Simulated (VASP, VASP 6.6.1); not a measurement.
# Lattice constants of 2H-WSe₂ from semilocal, dispersion-corrected and nonlocal van der Waals functionals

## What was measured

The out-of-plane lattice constant comes from "Gate-modulated conductance of few-layer WSe_2 field-effect transistors in the subgap regime: Schottky barrier transistor and subgap impurity states" (2015, arXiv:1505.00807). There, X-ray diffraction with Cu Kα radiation on a crystal grown by chemical vapor transport with iodine gave c = 12.95 Å. The in-plane constant, a = 3.282 ± 0.001 Å, is a literature value for the end member 2H-WSe₂, quoted in "Random anion distribution in MSxSe2−x (M = Mo, W) crystals and nanosheets" (2018, PubMed Central 9078701). The two constants therefore belong to different samples. No temperature is given with either value; room temperature is presumed here. The quoted a may well go back to the same refinement as the starting structure, with which it coincides, so the two are not counted as independent evidence.

| compared with | measured | source's wording or label | method |
| --- | --- | --- | --- |
| lattice constant c of the conventional cell (Å) | 12.95 | out-of-plane lattice constant c | X-ray diffraction (Cu K-alpha) |
| lattice constant a of the conventional cell (Å) | 3.282 ± 0.001 | a of 2H-WSe2 | quoted from earlier work |

Conditions are those given with the value in the passage it was taken from; "not stated" means there, and the paper may say more elsewhere. The values are a selection: others may have been left out beforehand as unlike or outlying.

## Approach

The aim is the cheapest level of theory that gives both lattice constants of the layered hexagonal polytype within 0.5 % of the measured values. For a this allows about 0.016 Å, for c about 0.065 Å. The limit is tight enough to expose a wrong description of the W–Se bonds in a or of the interlayer attraction in c, and it leaves room for the neglected motion of the nuclei. The calculations describe static nuclei at zero temperature, whereas a room-temperature crystal should be larger by roughly one to three tenths of a per cent in each direction, more along c than in the plane. A slightly short computed cell is thus preferable to a slightly long one.

The model is the six-atom cell in P6₃/mmc, nonmagnetic and without spin-orbit coupling. The starting structure is a diffraction cell with c = 12.960 Å, 0.01 Å above the reference, stretched by 3 % in volume before relaxation; cell and atoms are then relaxed with the symmetry kept. The work begins with a semilocal functional at a low plane-wave cutoff. The basis is improved next, and dispersion is added if the interlayer distance calls for it. The two constants are judged separately, because an error in the weak direction can hide behind a good volume.

System: WSe2, space group P6_3/mmc (WSe2); P6_3/mmc (No. 194), 6 atoms in the cell; conventional a = 3.282, c = 12.960 A, from a published structure refinement (COD).

On the selection of runs and values: 3 further cited values are not listed: repeats, values quoted from earlier work, more than five for one quantity or six quantities, or quantities that fewer than three runs give.

## 1. PBEsol at a low cutoff

PBEsol usually gives good bond lengths in solids at semilocal cost, so a should come out close to experiment. It contains no long-range dispersion, and c is expected to be too long. A cutoff of 220 eV makes this a light first calculation, but stresses are sensitive to the basis, and the result serves only as a starting point for a better converged one.

**Run 1.** VASP 6.6.1: PBEsol; 220 eV, 9x9x2 k mesh; cell and atoms relaxed, relaxed twice, LASPH on.

Key lines of the input:
```
ALGO = Normal
EDIFF = 1E-06
EDIFFG = -0.006
ENCUT = 220
GGA = PS
IBRION = 2
ISIF = 3
ISMEAR = 0
LASPH = .TRUE.
NBANDS = 24
NELM = 100
NSW = 50
PREC = Accurate
SIGMA = 0.03
KPOINTS: Gamma, 9 9 2
PAW data sets: W Se (PBE 64)
```

Command:
```
mpirun -np 8 vasp_std
```

Selected lines of the output:
```
  19 F= -.46651488E+02 E0= -.46651488E+02  d E =-.127909E-04
[second pass]
  11 F= -.46625084E+02 E0= -.46625084E+02  d E =-.975769E-05
  external PRESSURE =       0.0098158 kB  Pullay stress =       0.0000000 kB
```

Converged; 73 s on 8 cores of AMD EPYC 7R43 64, shared host.

| quantity | run 1 | measured | deviation |
| --- | --- | --- | --- |
| lattice constant c of the conventional cell (Å) | 12.902 | 12.95 | −0.048 (−0.4 %) |
| lattice constant a of the conventional cell (Å) | 3.257 | 3.282 ± 0.001 | −0.025 (−0.7 %) |
| volume of the conventional cell (Å³) | 118.57 |  |  |
| space group at the end | P6_3/mmc |  |  |
| pressure left at the end (GPa) | 0.0010 |  |  |

The in-plane constant is 0.7 % short and misses the limit. The interlayer direction is a surprise: c was expected to come out too long without dispersion, yet it lies 0.4 % below the measured value and inside the limit. Neither number can be credited to the functional yet. When the relaxation was restarted with a plane-wave basis rebuilt for the new cell, the final energy rose by about 0.026 eV, far more than the last steps of either pass change it. The basis at 220 eV thus depends noticeably on the cell, and a false stress from it can shift the soft c axis easily. The small pressure at the end only says that the relaxation has reached zero stress within this basis.

## 2. The same functional at 450 eV

Only the cutoff is raised, with functional, mesh and potentials unchanged. If the short c comes from the sparse basis, it should now grow beyond the measured value, as expected of a functional without long-range attraction. The in-plane constant should move less, since the bonds in the layer are stiff.

**Run 2.** VASP 6.6.1: PBEsol; 450 eV, 9x9x2 k mesh; cell and atoms relaxed, relaxed twice, LASPH on.

Key lines of the input, as changed from run 1:
```diff
- ENCUT = 220
+ ENCUT = 450
```

Selected lines of the output:
```
[second pass]
   1 F= -.46678810E+02 E0= -.46678810E+02  d E =-.466788E+02
 reached required accuracy - stopping structural energy minimisation
  external PRESSURE =      -0.2977188 kB  Pullay stress =       0.0000000 kB
```

Converged; 1.8 min on the same hardware.

| quantity | run 2 | measured | deviation |
| --- | --- | --- | --- |
| lattice constant c of the conventional cell (Å) | 13.222 | 12.95 | +0.272 (+2.1 %) |
| lattice constant a of the conventional cell (Å) | 3.268 | 3.282 ± 0.001 | −0.014 (−0.4 %) |
| volume of the conventional cell (Å³) | 122.32 |  |  |
| space group at the end | P6_3/mmc |  |  |
| pressure left at the end (GPa) | −0.0298 |  |  |

With the higher cutoff c grows by 0.32 Å and ends 2.1 % above the measured value, the direction to be expected without long-range attraction. The apparent success at 220 eV was an effect of the basis. The in-plane constant moves by only 0.011 Å and now lies within the limit, 0.4 % short.

The second pass stopped after one step with a pressure of about −0.03 GPa left. Along so soft an axis this can matter at the level of tenths of a per cent, but hardly for a miss of two per cent. Thermal expansion would lengthen c further, so it can't repair the miss either.

## 3. Adding pairwise dispersion

The missing ingredient is the attraction between the layers, and the D3 correction with Becke–Johnson damping supplies it at almost no extra cost per step. It should shorten c markedly. It also acts between atoms within a layer and will probably contract a a little, where only about 0.003 Å remains before the lower limit is crossed; the in-plane constant may therefore become the weak point.

**Run 3.** VASP 6.6.1: PBEsol + D3(BJ); 450 eV, 9x9x2 k mesh; cell and atoms relaxed, relaxed twice, LASPH on.

Key lines of the input, as changed from run 2:
```diff
+ IVDW = 12
```

Selected lines of the output:
```
[second pass]
DAV:  14    -0.465659327870E+02    0.41759E-06   -0.24987E-06  1176   0.862E-03
   1 F= -.49430398E+02 E0= -.49430398E+02  d E =-.494304E+02
```

Converged; 2.4 min on the same hardware.

| quantity | run 3 | measured | deviation |
| --- | --- | --- | --- |
| lattice constant c of the conventional cell (Å) | 12.416 | 12.95 | −0.534 (−4.1 %) |
| lattice constant a of the conventional cell (Å) | 3.228 | 3.282 ± 0.001 | −0.054 (−1.6 %) |
| volume of the conventional cell (Å³) | 112.03 |  |  |
| space group at the end | P6_3/mmc |  |  |
| pressure left at the end (GPa) | 0.0038 |  |  |

Dispersion shortens c as intended, but by 0.81 Å, three times what was needed, and c ends 4.1 % below experiment. The in-plane constant also shrinks more than anticipated and is now 1.6 % short. Both constants fail, and thermal expansion of a few tenths of a per cent can't account for either.

In the final structure the total energy lies about 2.9 eV per cell below the electronic part, which is the dispersion term. The contraction within the layer shows that this term also acts on the covalently bonded atoms, where PBEsol alone was already close. The correction is evidently too strong for this crystal in the form used here, with the damping parameters left at the program's defaults. The pairwise form as such is less suspect, since it usually gives good layer spacings in such crystals when added to PBE. The likelier cause is its combination with PBEsol, which binds more strongly from the outset.

## 4. LDA as a cheap alternative

Before a dearer nonlocal functional is tried, LDA deserves a test at the same settings. It often gives reasonable layer spacings although it contains no van der Waals attraction, because its overbinding takes the place of the missing term. The same overbinding usually shortens covalent bonds by about 1 %, so a is expected to be too short even if c comes out well.

**Run 4.** VASP 6.6.1: LDA; 450 eV, 9x9x2 k mesh; cell and atoms relaxed, relaxed twice, LASPH on.

Key lines of the input, as changed from run 2:
```diff
- GGA = PS
+ GGA = CA
- PAW data sets: W Se (PBE 64)
+ PAW data sets: W Se (LDA 64)
```

Selected lines of the output:
```
  external PRESSURE =       0.1561502 kB  Pullay stress =       0.0000000 kB
     3.249136130  0.000000000  0.000000000     0.307774116  0.177693469  0.000000000
     0.000000000  0.000000000 12.822832862     0.000000000  0.000000000  0.077985887
```

Converged; 96 s on the same hardware.

| quantity | run 4 | measured | deviation |
| --- | --- | --- | --- |
| lattice constant c of the conventional cell (Å) | 12.823 | 12.95 | −0.127 (−1.0 %) |
| lattice constant a of the conventional cell (Å) | 3.249 | 3.282 ± 0.001 | −0.033 (−1.0 %) |
| volume of the conventional cell (Å³) | 117.23 |  |  |
| space group at the end | P6_3/mmc |  |  |
| pressure left at the end (GPa) | 0.0156 |  |  |

LDA makes both constants 1.0 % too short, and both miss the limit. For a this is the usual overbinding. The layer spacing is far better than with PBEsol and D3, but this reflects LDA's spurious attraction between the layers and not a description of dispersion. The neglected thermal expansion would explain only a few tenths of a per cent of either shortfall.

## 5. A nonlocal van der Waals functional

PBEsol comes close in the plane and lacks attraction between the layers, while the pairwise correction overshoots in both directions. The next step is therefore a functional in which dispersion follows from the electron density itself. vdW-DF-cx combines a nonlocal correlation term with an exchange part chosen to be consistent with it, and it usually describes covalent bonds and layer spacings together. The nonlocal term adds some work to each electronic step, which is easily affordable for six atoms. Both constants are expected to lie near experiment, with a slightly short.

**Run 5.** VASP 6.6.1: vdW-DF-cx; 450 eV, 9x9x2 k mesh; cell and atoms relaxed, relaxed twice, LASPH on.

Key lines of the input, as changed from run 2:
```diff
+ AGGAC = 0
- GGA = PS
+ GGA = CX
+ LUSE_VDW = .TRUE.
```

Selected lines of the output:
```
  external PRESSURE =      -0.0123899 kB  Pullay stress =       0.0000000 kB
     3.279524475  0.000000000  0.000000000     0.304922256  0.176046946  0.000000000
     0.000000000  0.000000000 12.981414074     0.000000000  0.000000000  0.077033210
```

Converged; 14 min on the same hardware.

| quantity | run 5 | measured | deviation |
| --- | --- | --- | --- |
| lattice constant c of the conventional cell (Å) | 12.981 | 12.95 | +0.031 (+0.2 %) |
| lattice constant a of the conventional cell (Å) | 3.280 | 3.282 ± 0.001 | −0.002 (−0.1 %) |
| volume of the conventional cell (Å³) | 120.91 |  |  |
| space group at the end | P6_3/mmc |  |  |
| pressure left at the end (GPa) | −0.0012 |  |  |

Both constants lie within the limit: a is 0.1 % short and c is 0.2 % long. Compared with PBEsol at the same cutoff and mesh, the nonlocal functional shortens c by 0.24 Å and lengthens a by about 0.01 Å. It thus removes most of the excess in c without the contraction in the plane that came with the pairwise correction. The calculation took 14 min against 1.8 min for PBEsol, a clear rise in cost even on shared machines, though still a small one in absolute terms.

## 6. Cutoff and mesh tested with PBEsol

The change from 220 to 450 eV moved c by more than the whole tolerance, so the numerical settings need a test before the result is judged. The cutoff is raised to 600 eV in one calculation and the k mesh is refined to 12×12×4 in another, both with PBEsol, which is much cheaper and shares the potentials and settings. This measures the sensitivity for PBEsol only; for vdW-DF-cx it is an indication, not a proof of convergence. Changes in a should be very small, whereas c may still shift visibly because the PBEsol layers are held together so weakly.

**Run 6.** VASP 6.6.1: PBEsol; 600 eV, 9x9x2 k mesh; cell and atoms relaxed, relaxed twice, LASPH on.

Key lines of the input, as changed from run 1:
```diff
- ENCUT = 220
+ ENCUT = 600
```

Converged; 3.2 min on the same hardware.

**Run 7.** VASP 6.6.1: PBEsol; 450 eV, 12x12x4 k mesh; cell and atoms relaxed, relaxed twice, LASPH on.

Key lines of the input, as changed from run 2:
```diff
- KPOINTS: Gamma, 9 9 2
+ KPOINTS: Gamma, 12 12 4
```

Converged; 3.6 min on the same hardware.

| quantity | run 6 | run 7 | measured |
| --- | --- | --- | --- |
| lattice constant c of the conventional cell (Å) | 13.229 | 13.215 | 12.95 |
| lattice constant a of the conventional cell (Å) | 3.269 | 3.268 | 3.282 ± 0.001 |
| volume of the conventional cell (Å³) | 122.39 | 122.24 |  |
| space group at the end | P6_3/mmc | P6_3/mmc |  |
| pressure left at the end (GPa) | 0.0046 | 0.0113 |  |

Neither change matters at the accuracy sought. With the higher cutoff, and likewise with the denser mesh, c differs by 0.007 Å from the PBEsol value at 450 eV and 9×9×2, against a tolerance of about 0.065 Å; a changes by 0.001 Å at most. Shifts this small along the soft axis can come from where each relaxation happened to stop, so they are not assigned to cutoff or mesh.

For PBEsol, the excess in c of about 2 % therefore persists with better settings and belongs to the functional with these potentials, not to the basis or the sampling. For vdW-DF-cx the test is indirect. It makes a large error from the shared settings less likely, but the effect of a higher cutoff or a denser mesh on the nonlocal functional itself is not shown in this report.

## All runs against the measurement

| run | settings | lattice constant c of the conventional cell (Å) | deviation | lattice constant a of the conventional cell (Å) | deviation | cost |
| --- | --- | --- | --- | --- | --- | --- |
| 1 | PBEsol, 220 eV, 9x9x2 k mesh | 12.902 | −0.048 (−0.4 %) | 3.257 | −0.025 (−0.7 %) | 9.7 core-min |
| 2 | PBEsol, 450 eV, 9x9x2 k mesh | 13.222 | +0.272 (+2.1 %) | 3.268 | −0.014 (−0.4 %) | 14 core-min |
| 3 | PBEsol + D3(BJ), 450 eV, 9x9x2 k mesh | 12.416 | −0.534 (−4.1 %) | 3.228 | −0.054 (−1.6 %) | 19 core-min |
| 4 | LDA, 450 eV, 9x9x2 k mesh | 12.823 | −0.127 (−1.0 %) | 3.249 | −0.033 (−1.0 %) | 13 core-min |
| 5 | vdW-DF-cx, 450 eV, 9x9x2 k mesh | 12.981 | +0.031 (+0.2 %) | 3.280 | −0.002 (−0.1 %) | 1.9 core-h |
| 6 | PBEsol, 600 eV, 9x9x2 k mesh | 13.229 | +0.279 (+2.2 %) | 3.269 | −0.013 (−0.4 %) | 26 core-min |
| 7 | PBEsol, 450 eV, 12x12x4 k mesh | 13.215 | +0.265 (+2.0 %) | 3.268 | −0.014 (−0.4 %) | 29 core-min |
|  | measured | 12.95 |  | 3.282 ± 0.001 |  |  |

Further runs on the same system, made beside this series (convergence steps with loose settings among them):

| further | settings | lattice constant c of the conventional cell (Å) | deviation | lattice constant a of the conventional cell (Å) | deviation | cost |
| --- | --- | --- | --- | --- | --- | --- |
| F1 | r2SCAN + rVV10, 450 eV, 9x9x2 k mesh | 13.167 | +0.217 (+1.7 %) | 3.298 | +0.016 (+0.5 %) | 3.2 core-h |
| F2 | r2SCAN, 450 eV, 9x9x2 k mesh, relaxed twice | 13.653 | +0.703 (+5.4 %) | 3.310 | +0.028 (+0.9 %) | 88 core-min |
| F3 | PBEsol+U (W 6.2 eV), 450 eV, 9x9x2 k mesh | 13.247 | +0.297 (+2.3 %) | 3.305 | +0.023 (+0.7 %) | 12 core-min |
| F4 | LDA+U (W 6.2 eV), 450 eV, 9x9x2 k mesh, relaxed twice | 12.841 | −0.109 (−0.8 %) | 3.280 | −0.002 (−0.1 %) | 18 core-min |
| F5 | PBE, 450 eV, 9x9x2 k mesh, relaxed twice | 15.171 | +2.221 (+17.1 %) | 3.317 | +0.035 (+1.1 %) | 60 core-min |
| F6 | PBEsol, 450 eV, 4x4x1 k mesh | 13.509 | +0.559 (+4.3 %) | 3.267 | −0.015 (−0.4 %) | 5.5 core-min |
|  | measured | 12.95 |  | 3.282 ± 0.001 |  |  |

## Conclusion

vdW-DF-cx at 450 eV on a 9×9×2 mesh meets the target for both lattice constants: c is 0.2 % too long and a 0.1 % too short, for 1.9 core-hours. It is the only level shown that does so; PBE with D3, a plausible cheaper candidate, is not shown in this report. The call compares static cells directly with experiment. Thermal and zero-point expansion would lengthen both constants, bringing a to the measured value or slightly above it, but c close to the upper limit or just past it. The pass in c is therefore less comfortable than it looks.

Raising the cutoff from 220 to 450 eV was decisive, because it exposed the good c of the first PBEsol calculation as chance. The mesh probably matters too: with 4×4×1 points, where a second relaxation is not shown in this report, PBEsol gives c about 0.29 Å longer than with 9×9×2, while further refinement changes little. These checks hold for PBEsol; convergence of vdW-DF-cx itself is not shown in this report.

The agreement has a sound physical basis, since vdW-DF-cx includes nonlocal correlation between the layers. That ingredient alone does not seem to be enough: r2SCAN + rVV10 also includes it and leaves c 1.7 % too long (a second relaxation of that run is not shown in this report), which suggests that the form of the nonlocal term and the semilocal part paired with it matter as well. PBE puts c 17.1 % too high, PBEsol only about 2 %. PBEsol thus already holds the layers together to some extent, which is probably why adding D3 overshoots; the contraction in the plane fits this picture, since the pairwise term also pulls on the bonded atoms.

LDA + U reproduces a but leaves c 0.8 % short. With a large U on the tungsten of a nonmagnetic semiconductor, the good a is better read as compensation of LDA's overbinding than as improved physics.

[Logs are printed without paths, hosts, clocks, repeated set-up lines and the standing remarks that a program may print on its own settings, such as how far it seeks lower states.]

[The runs shown are a pick from a larger set of finished runs; failed, doubtful and other runs were left out of it ahead of writing. So were measured values far from every level or from commonly accepted values, and agreement can look better than it is. Lines of input and output are excerpts and may be shortened.]
